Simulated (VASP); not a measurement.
Data:

```
O2Si
1.0
    2.50524    -4.33921     0.00000
    2.50524     4.33921     0.00000
    0.00000     0.00000     5.50378
Si O
3 6
Direct
  0.00000   0.47481   0.33333
  0.52519   0.52519   0.00000
  0.47481   0.00000   0.66667
  0.25894   0.41476   0.20770
  0.58524   0.84418   0.87437
  0.74106   0.15582   0.45897
  0.84418   0.58524   0.12563
  0.41476   0.25894   0.79230
  0.15582   0.74106   0.54103
```

Calculation: PBE GGA, VASP's PBE PAW potentials (set 64) (plane waves; VASP). Numerical set-up: 520 eV cut-off, Gaussian smearing of 0.050 eV, potentials Si O.

### Question
Estimate the band gap (along the path) with the smallest direct gap where there is one.

### Answer

```yaml
band gap (along the path): 5.69 eV
smallest direct gap (along the path): 5.98 eV
```

The absolute energy has meaning only against runs of the same code, potentials and settings.

The compound is SiO2 in the quartz structure. It was relaxed first, which changed the volume by +6 %.
